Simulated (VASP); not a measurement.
Level of theory: PBE GGA, VASP's PBE PAW potentials (set 64) (plane waves; VASP 6.6.1).

VASP ran on this input.

### INCAR
```
SYSTEM = Sb
PREC = Accurate
ENCUT = 400
EDIFF = 1E-7
NELM = 100
ALGO = Normal
LREAL = .FALSE.
LASPH = .TRUE.
ISMEAR = -5
GGA = PE
LMAXMIX = 4
LWAVE = .FALSE.
LCHARG = .TRUE.
LORBIT = 11
NEDOS = 601
ISIF = 2
```

POSCAR:
```
Sb
1
    4.0212792287    -2.1929255118    -0.0018902848
    4.0212792287     2.1929255118    -0.0018902848
    2.8271045841     0.0000000000     3.6037605974
Sb
2
Direct
  0.2329647319   0.2329647319   0.2329647319
  0.7670352681   0.7670352681   0.7670352681
```

File KPOINTS:
```
Automatic mesh
0
gamma
8 8 8
```

POTCAR, in this order: Sb (PBE.64 set). Program: vasp_std.

What VASP printed:

### OUTCAR
```
 ion  position               nearest neighbor table
   1  0.233  0.233  0.233-   2 2.95   2 2.95   2 2.95   2 3.42   2 3.42   2 3.42
   2  0.767  0.767  0.767-   1 2.95   1 2.95   1 2.95   1 3.42   1 3.42   1 3.42
  LATTYP: Found a trigonal (rhomboedric) cell.
 ALAT       =     4.5803506971
 COS(alpha) =     0.5415622082
 Subroutine PRICEL returns:
 Original cell was already a primitive cell.
 Subroutine GETGRP returns: Found 12 space group operations
The static configuration has the point symmetry D_3d.
The dynamic configuration has the point symmetry D_3d.
 Subroutine INISYM returns: Found 12 space group operations
 Subroutine IBZKPT returns following result:
 Found     65 irreducible k-points:

 Following reciprocal coordinates:
            Coordinates               Weight
  0.000000  0.000000  0.000000      1.000000
  0.125000 -0.000000  0.000000      6.000000
  0.250000 -0.000000  0.000000      6.000000
  0.375000 -0.000000 -0.000000      6.000000
  0.500000 -0.000000  0.000000      3.000000
  0.125000  0.125000  0.000000      6.000000
  0.250000  0.125000 -0.000000     12.000000
  0.375000  0.125000  0.000000     12.000000
  0.500000  0.125000  0.000000     12.000000
 -0.375000  0.125000  0.000000     12.000000
 -0.250000  0.125000  0.000000     12.000000
 -0.125000  0.125000  0.000000      6.000000
  0.250000  0.250000  0.000000      6.000000
  0.375000  0.250000 -0.000000     12.000000
  0.500000  0.250000 -0.000000     12.000000
 -0.375000  0.250000  0.000000     12.000000
 -0.250000  0.250000  0.000000      6.000000
  0.375000  0.375000 -0.000000      6.000000
  0.500000  0.375000 -0.000000     12.000000
 -0.375000  0.375000  0.000000      6.000000
  0.500000  0.500000  0.000000      3.000000
  0.125000  0.125000  0.125000      2.000000
  0.250000  0.125000  0.125000      6.000000
  0.375000  0.125000  0.125000      6.000000
  0.500000  0.125000  0.125000      6.000000
 -0.375000  0.125000  0.125000      6.000000
 -0.250000  0.125000  0.125000      6.000000
 -0.125000  0.125000  0.125000      6.000000
  0.250000  0.250000  0.125000      6.000000
  0.375000  0.250000  0.125000     12.000000
  0.500000  0.250000  0.125000     12.000000
 -0.375000  0.250000  0.125000     12.000000
 -0.250000  0.250000  0.125000     12.000000
 -0.125000  0.250000  0.125000     12.000000
  0.375000  0.375000  0.125000      6.000000
  0.500000  0.375000  0.125000     12.000000
 -0.375000  0.375000  0.125000     12.000000
 -0.250000  0.375000  0.125000     12.000000
 -0.125000  0.375000  0.125000     12.000000
  0.500000  0.500000  0.125000      6.000000
   k-points           NKPTS =     65   k-points in BZ     NKDIM =     65   number of bands    NBANDS=      9
   number of dos      NEDOS =    601   number of ions     NIONS =      2
   total plane-waves  NPLWV =  27000
   dimension x,y,z NGX =    30 NGY =   30 NGZ =   30
   dimension x,y,z NGXF=    60 NGYF=   60 NGZF=   60
   ions per type =               2
   PREC   = accura    normal or accurate (medium, high low for compatibility)
   ISTART =      0    job   : 0-new  1-cont  2-samecut
   ICHARG =      2    charge: 1-file 2-atom 10-const
   ISPIN  =      1    spin polarized calculation?
   LNONCOLLINEAR =      F non collinear calculations
   LSORBIT =      F    spin-orbit coupling
   INIWAV =      1    electr: 0-lowe 1-rand  2-diag
   ENCUT  =  400.0 eV  29.40 Ry    5.42 a.u.   7.47  7.47  7.47*2*pi/ulx,y,z
   NELM   =    100;   NELMIN=  2; NELMDL= -5     # of ELM steps
   EDIFF  = 0.1E-06   stopping-criterion for ELM
   LREAL  =      F    real-space projection
   NLSPLINE    = F    spline interpolate recip. space projectors
...
```

**OSZICAR**
```
       N       E                     dE             d eps       ncg     rms          rms(c)
DAV:   1     0.319950626128E+02    0.31995E+02   -0.32051E+03  1170   0.706E+02
DAV:   2    -0.702627169322E+01   -0.39021E+02   -0.38345E+02  1703   0.114E+02
DAV:   3    -0.826866505694E+01   -0.12424E+01   -0.12362E+01  1372   0.247E+01
DAV:   4    -0.827923291032E+01   -0.10568E-01   -0.10556E-01  1471   0.274E+00
DAV:   5    -0.827932161855E+01   -0.88708E-04   -0.88555E-04  1309   0.242E-01    0.280E+00
DAV:   6    -0.827951386549E+01   -0.19225E-03   -0.21274E-03  1288   0.416E-01    0.169E+00
DAV:   7    -0.827953862517E+01   -0.24760E-04   -0.55455E-03  1189   0.649E-01    0.874E-02
DAV:   8    -0.827966440152E+01   -0.12578E-03   -0.15417E-04  1385   0.978E-02    0.208E-02
DAV:   9    -0.827968852708E+01   -0.24126E-04   -0.37535E-05  1216   0.460E-02    0.430E-03
DAV:  10    -0.827968871227E+01   -0.18519E-06   -0.30061E-06  1454   0.118E-02    0.138E-03
DAV:  11    -0.827968865695E+01    0.55328E-07   -0.35341E-07  1212   0.460E-03
   1 F= -.82796887E+01 E0= -.82796887E+01  d E =0.000000E+00
```

File OUTCAR:
```
------------------------ aborting loop because EDIFF is reached ----------------------------------------
  FORCE on cell =-STRESS in cart. coord.  units (eV):
  Direction    XX          YY          ZZ          XY          YZ          ZX
  --------------------------------------------------------------------------------------
  Total        0.0173999      0.0057715      0.0070470      0.0000000      0.0000000      0.0038513
  in kB        0.4384530      0.1454330      0.1775744      0.0000000      0.0000000      0.0970468
  external PRESSURE =       0.2538201 kB  Pullay stress =       0.0000000 kB
  volume of cell :       63.58
      direct lattice vectors                 reciprocal lattice vectors
     4.021279229 -2.192925512 -0.001890285     0.124292708 -0.228005921 -0.097506057
     4.021279229  2.192925512 -0.001890285     0.124292708  0.228005921 -0.097506057
     2.827104584  0.000000000  3.603760597     0.000130391  0.000000000  0.277385621
 POSITION                                       TOTAL-FORCE (eV/Angst)
 -----------------------------------------------------------------------------------
      2.53225      0.00000      0.83867        -0.007273      0.000000     -0.002409
      8.33741      0.00000      2.76131         0.007273      0.000000      0.002409
 -----------------------------------------------------------------------------------
    total drift:                               -0.000000     -0.000000     -0.000000
  FREE ENERGIE OF THE ION-ELECTRON SYSTEM (eV)
  ---------------------------------------------------
  free  energy   TOTEN  =        -8.2796886569 eV

  energy  without entropy=       -8.2796886569  energy(sigma->0) =       -8.27968866

 total charge

# of ion       s       p       d       tot
------------------------------------------
    1        1.217   1.129   0.031   2.377
    2        1.217   1.129   0.031   2.377
--------------------------------------------------
tot          2.435   2.257   0.062   4.754
```
(Selected blocks of OUTCAR.)

OUTCAR:
```
 val. band max:        6.7063167715   @ k =   0.3750   0.1250   0.1250

 cond. band min:       6.4272840156   @ k =   0.5000  -0.0000   0.0000


 Fermi energy:         6.6043602873

 k-point     1 :       0.0000    0.0000    0.0000
  band No.  band energies     occupation
      1      -5.6842      2.00000
      2       1.6087      2.00000
      3       4.7539      2.00000
      4       4.9321      2.00000
      5       4.9321      2.00000
      6       8.6469      0.00000
      7       9.2566      0.00000
      8       9.2566      0.00000
      9      11.7873      0.00000

 k-point     2 :       0.1250   -0.0000    0.0000
  band No.  band energies     occupation
      1      -5.5211      2.00000
      2       0.9888      2.00000
      3       4.7796      2.00000
      4       4.8943      2.00000
      5       5.1528      2.00000
      6       8.5348      0.00000
      7       8.8401      0.00000
      8       8.8965      0.00000
      9      11.2900      0.00000

 k-point     3 :       0.2500   -0.0000    0.0000
  band No.  band energies     occupation
      1      -5.0374      2.00000
      2      -0.3218      2.00000
      3       4.7847      2.00000
      4       4.8265      2.00000
      5       5.5616      2.00307
      6       7.8502      0.00000
      7       8.0381      0.00000
      8       8.1309      0.00000
      9      11.6015      0.00000

 k-point     4 :       0.3750   -0.0000   -0.0000
  band No.  band energies     occupation
      1      -4.2581      2.00000
      2      -1.7390      2.00000
      3       4.7922      2.00000
      4       4.8623      2.00000
      5       5.9393      2.00000
      6       7.0548      0.00155
      7       7.2439      0.00000
      8       7.4871      0.00000
      9      12.7655      0.00000

 k-point     5 :       0.5000   -0.0000    0.0000
  band No.  band energies     occupation
      1      -3.4773      2.00000
      2      -2.7513      2.00000
      3       4.7890      2.00000
...
```

For a metal the tetrahedron method with Blöchl corrections gives inexact stress and forces. Unless said otherwise, spin-orbit coupling is left out, though it shifts the bands of the heavy elements here.

The compound is Sb in the a7 structure. It was relaxed first, which changed the volume by +5 %.
